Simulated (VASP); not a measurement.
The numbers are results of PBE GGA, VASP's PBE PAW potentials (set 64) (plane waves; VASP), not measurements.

A VASP calculation is set up with these files.

INCAR:
```
EDIFF = 1E-7
NELM = 100
LREAL = .FALSE.   ! projection in real space or not
ALGO = Normal
GGA = PE   ! PBE
NEDOS = 601
LORBIT = 11   ! lm-projected
ISIF = 2
LWAVE = .FALSE.
ENCUT = 520
ISMEAR = -5   ! tetrahedra, Bloechl
LCHARG = .TRUE.
LASPH = .TRUE.
SYSTEM = NaCl
PREC = Accurate
```

### KPOINTS
```
Regular mesh
0
Gamma
  9 9 9
0 0 0
```

File POSCAR:
```
NaCl
1
    0.0000000000     2.8444657341     2.8444657341
    2.8444657341     0.0000000000     2.8444657341
    2.8444657341     2.8444657341     0.0000000000
Na Cl
1 1
Direct
  0.0000000000   0.0000000000   0.0000000000
  0.5000000000   0.5000000000   0.5000000000
```

POTCAR, in this order: Na_pv Cl (PBE.64 set). Program: vasp_std.

Output

**OSZICAR**
```
       N       E                     dE             d eps       ncg     rms          rms(c)
DAV:   1     0.933828566659E+02    0.93383E+02   -0.74201E+03   773   0.126E+03
DAV:   2     0.136792712384E+01   -0.92015E+02   -0.86372E+02   914   0.271E+02
DAV:   3    -0.680646237248E+01   -0.81744E+01   -0.81313E+01   938   0.814E+01
DAV:   4    -0.697693194849E+01   -0.17047E+00   -0.17033E+00   851   0.132E+01
DAV:   5    -0.698114145024E+01   -0.42095E-02   -0.42089E-02  1000   0.203E+00    0.214E+00
DAV:   6    -0.678368639557E+01    0.19746E+00   -0.40065E-01   881   0.419E+00    0.161E+00
DAV:   7    -0.677186492921E+01    0.11821E-01   -0.92447E-02   953   0.204E+00    0.108E+00
DAV:   8    -0.677775027325E+01   -0.58853E-02   -0.10000E-02   797   0.106E+00    0.249E-01
DAV:   9    -0.677769554164E+01    0.54732E-04   -0.19991E-04   959   0.139E-01    0.138E-01
DAV:  10    -0.677785247569E+01   -0.15693E-03   -0.34410E-04   800   0.163E-01    0.524E-02
DAV:  11    -0.677784420244E+01    0.82733E-05   -0.19526E-05   920   0.435E-02    0.109E-02
DAV:  12    -0.677784454501E+01   -0.34258E-06   -0.18323E-06   818   0.143E-02    0.154E-03
DAV:  13    -0.677784500177E+01   -0.45675E-06   -0.27696E-07   815   0.404E-03    0.215E-03
DAV:  14    -0.677784484766E+01    0.15411E-06   -0.31635E-08   511   0.112E-03    0.407E-04
DAV:  15    -0.677784484793E+01   -0.26898E-09   -0.17075E-09   424   0.515E-04
   1 F= -.67778448E+01 E0= -.67778448E+01  d E =0.000000E+00
```

### OUTCAR
```
------------------------ aborting loop because EDIFF is reached ----------------------------------------
  FORCE on cell =-STRESS in cart. coord.  units (eV):
  Direction    XX          YY          ZZ          XY          YZ          ZX
  --------------------------------------------------------------------------------------
  Total        0.0162509      0.0162509      0.0162509      0.0000000     -0.0000000      0.0000000
  in kB        0.5656596      0.5656596      0.5656596      0.0000000     -0.0000000      0.0000000
  external PRESSURE =       0.5656596 kB  Pullay stress =       0.0000000 kB
  volume of cell :       46.03
      direct lattice vectors                 reciprocal lattice vectors
     0.000000000  2.844465734  2.844465734    -0.175779934  0.175779934  0.175779934
     2.844465734  0.000000000  2.844465734     0.175779934 -0.175779934  0.175779934
     2.844465734  2.844465734  0.000000000     0.175779934  0.175779934 -0.175779934
  FREE ENERGIE OF THE ION-ELECTRON SYSTEM (eV)
  ---------------------------------------------------
  free  energy   TOTEN  =        -6.7778448479 eV

  energy  without entropy=       -6.7778448479  energy(sigma->0) =       -6.77784485

 total charge

# of ion       s       p       d       tot
------------------------------------------
    1        0.041   5.976   0.000   6.017
    2        1.588   3.580   0.000   5.168
--------------------------------------------------
tot          1.628   9.557   0.000  11.185
```
(Selected blocks of OUTCAR.)

The compound is NaCl in the rock salt structure. It was relaxed first.
